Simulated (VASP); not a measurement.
Input for VASP

### INCAR
```
SYSTEM = Ta
PREC = Accurate
ENCUT = 400
EDIFF = 1E-6
NELM = 60
ALGO = VeryFast
LREAL = .FALSE.
LASPH = .TRUE.
ISMEAR = 1
SIGMA = 0.1
GGA = PE
LMAXMIX = 6
LWAVE = .FALSE.
LCHARG = .FALSE.
ISIF = 2
NELMDL = -1
```

POSCAR:
```
Ta
1
   -1.6830000000     1.6830000000     1.6830000000
    1.6830000000    -1.6830000000     1.6830000000
    1.6830000000     1.6830000000    -1.6830000000
Ta
1
Direct
  0.0000000000   0.0000000000   0.0000000000
```

File KPOINTS:
```
Automatic mesh
0
Gamma
11 11 11
0 0 0
```

POTCAR, in this order: Ta_pv (PBE.64 set). Program: vasp_std.

Output

File standard output:
```
...
RMM:  23     0.370523180311E+03   -0.66748E-01   -0.74260E-01  1991   0.110E+01    0.478E+01
RMM:  24     0.370469902522E+03   -0.53278E-01   -0.55091E-01  1967   0.105E+01    0.457E+01
RMM:  25     0.370415784116E+03   -0.54118E-01   -0.49448E-01  1981   0.104E+01    0.572E+01
RMM:  26     0.370374590426E+03   -0.41194E-01   -0.38667E-01  2000   0.995E+00    0.630E+01
RMM:  27     0.370345954168E+03   -0.28636E-01   -0.28399E-01  2002   0.957E+00    0.648E+01
RMM:  28     0.370332287859E+03   -0.13666E-01   -0.13446E-01  2011   0.929E+00    0.665E+01
RMM:  29     0.370311173679E+03   -0.21114E-01   -0.22479E-01  1996   0.900E+00    0.656E+01
RMM:  30     0.370286101339E+03   -0.25072E-01   -0.28970E-01  1988   0.878E+00    0.612E+01
RMM:  31     0.370265055699E+03   -0.21046E-01   -0.29896E-01  1975   0.867E+00    0.495E+01
RMM:  32     0.370241774750E+03   -0.23281E-01   -0.29313E-01  1996   0.844E+00    0.358E+01
RMM:  33     0.370216428438E+03   -0.25346E-01   -0.28579E-01  1998   0.818E+00    0.222E+01
RMM:  34     0.370194880545E+03   -0.21548E-01   -0.22607E-01  2008   0.792E+00    0.138E+01
RMM:  35     0.370171888357E+03   -0.22992E-01   -0.23457E-01  2007   0.771E+00    0.816E+00
RMM:  36     0.370151728091E+03   -0.20160E-01   -0.20235E-01  2010   0.754E+00    0.530E+00
RMM:  37     0.370128117695E+03   -0.23610E-01   -0.23264E-01  1998   0.741E+00    0.471E+00
RMM:  38     0.370110990546E+03   -0.17127E-01   -0.16512E-01  2003   0.723E+00    0.103E+01
RMM:  39     0.370101431835E+03   -0.95587E-02   -0.94732E-02  2004   0.703E+00    0.106E+01
RMM:  40     0.370098122259E+03   -0.33096E-02   -0.41340E-02  1966   0.694E+00    0.354E+00
RMM:  41     0.370092304997E+03   -0.58173E-02   -0.62047E-02  1987   0.681E+00    0.207E+00
RMM:  42     0.370089465262E+03   -0.28397E-02   -0.27723E-02  1979   0.662E+00    0.175E+00
RMM:  43     0.370083945196E+03   -0.55201E-02   -0.54375E-02  1981   0.648E+00    0.191E+00
RMM:  44     0.370083090046E+03   -0.85515E-03   -0.77278E-03  1992   0.636E+00    0.508E-01
RMM:  45     0.370081508252E+03   -0.15818E-02   -0.15355E-02  1998   0.624E+00    0.109E+00
WARNING in EDDRMM: call to ZHEGV failed, returncode =   6  3      3
RMM:  46     0.370082897143E+03    0.13889E-02    0.14268E-02  1990   0.614E+00    0.962E-01
RMM:  47     0.370082998916E+03    0.10177E-03    0.13025E-03  1996   0.603E+00    0.136E+00
RMM:  48     0.370085117472E+03    0.21186E-02    0.21475E-02  1979   0.593E+00    0.167E+00
RMM:  49     0.370086216429E+03    0.10990E-02    0.11324E-02  1929   0.582E+00    0.252E+00
RMM:  50     0.370088670110E+03    0.24537E-02    0.24899E-02  1900   0.573E+00    0.313E+00
RMM:  51     0.370089822527E+03    0.11524E-02    0.11994E-02  1894   0.564E+00    0.397E+00
RMM:  52     0.370092194538E+03    0.23720E-02    0.24079E-02  1878   0.556E+00    0.455E+00
RMM:  53     0.370093480981E+03    0.12864E-02    0.13319E-02  1874   0.547E+00    0.529E+00
RMM:  54     0.370096522288E+03    0.30413E-02    0.30725E-02  1846   0.539E+00    0.590E+00
RMM:  55     0.370098771249E+03    0.22490E-02    0.22847E-02  1837   0.531E+00    0.661E+00
RMM:  56     0.370103375369E+03    0.46041E-02    0.46261E-02  1837   0.523E+00    0.717E+00
WARNING in EDDRMM: call to ZHEGV failed, returncode =   6  3      1
RMM:  57     0.370107024312E+03    0.36489E-02    0.36692E-02  1969   0.516E+00    0.723E+00
RMM:  58     0.370113432498E+03    0.64082E-02    0.64171E-02  1882   0.509E+00    0.774E+00
RMM:  59     0.370117561632E+03    0.41291E-02    0.41396E-02  1836   0.501E+00    0.844E+00
RMM:  60     0.370121003048E+03    0.34414E-02    0.34460E-02  1838   0.495E+00

 -----------------------------------------------------------------------------
|                                                                             |
|           W    W    AA    RRRRR   N    N  II  N    N   GGGG   !!!           |
|           W    W   A  A   R    R  NN   N  II  NN   N  G    G  !!!           |
|           W    W  A    A  R    R  N N  N  II  N N  N  G       !!!           |
|           W WW W  AAAAAA  RRRRR   N  N N  II  N  N N  G  GGG   !            |
|           WW  WW  A    A  R   R   N   NN  II  N   NN  G    G                |
|           W    W  A    A  R    R  N    N  II  N    N   GGGG   !!!           |
|                                                                             |
|     The electronic self-consistency was not achieved in the given           |
|     number of steps (NELM). The forces and other quantities evaluated       |
|     might not be reliable so examine the results carefully. If you find     |
|     spurious results, we suggest increasing NELM, if you were close to      |
|     convergence or switching to a different ALGO or adjusting the           |
|     density mixing parameters otherwise.                                    |
|                                                                             |
 -----------------------------------------------------------------------------

   1 F= 0.37012100E+03 E0= 0.37012114E+03  d E =-.422672E-03
```

### OUTCAR
```
------------------------ aborting loop EDIFF was not reached (unconverged)  ----------------------------
  FORCE on cell =-STRESS in cart. coord.  units (eV):
  Direction    XX          YY          ZZ          XY          YZ          ZX
  --------------------------------------------------------------------------------------
  Total       84.3541427     84.3541427     84.3541427      0.0000000      0.0000000      0.0000000
  in kB     7087.6890989   7087.6890989   7087.6890989      0.0000000      0.0000000      0.0000000
  external PRESSURE =    7087.6890989 kB  Pullay stress =       0.0000000 kB
  volume of cell :       19.07
      direct lattice vectors                 reciprocal lattice vectors
    -1.683000000  1.683000000  1.683000000     0.000000000  0.297088532  0.297088532
     1.683000000 -1.683000000  1.683000000     0.297088532  0.000000000  0.297088532
     1.683000000  1.683000000 -1.683000000     0.297088532  0.297088532  0.000000000
 POSITION                                       TOTAL-FORCE (eV/Angst)
 -----------------------------------------------------------------------------------
      0.00000      0.00000      0.00000        -0.000000      0.000000      0.000000
 -----------------------------------------------------------------------------------
    total drift:                                0.000000      0.000000      0.000000
  FREE ENERGIE OF THE ION-ELECTRON SYSTEM (eV)
  ---------------------------------------------------
  free  energy   TOTEN  =       370.1210030480 eV

  energy  without entropy=      370.1214257205  energy(sigma->0) =      370.12114394
```
(Selected blocks of OUTCAR.)

Task: From input and log, find the fault in this run and mend it.

Result: The cause: ALGO = VeryFast starts from random orbitals with almost no delay (NELMDL = -1). Convergence was not reached. Against the sound run, the energy per atom (σ→0) rises by 381.915 eV/atom; the pressure rises by 716.83 GPa. To mend it, set ALGO = Normal, remove NELMDL.

The mended run (PBE GGA, plane waves, VASP's PBE PAW potentials (set 64)) converges, and its OSZICAR ends with
```
   1 F= -.11794186E+02 E0= -.11794125E+02  d E =-.184620E-03
```

The compound is Ta in the bcc structure. The cell was not relaxed at this level.
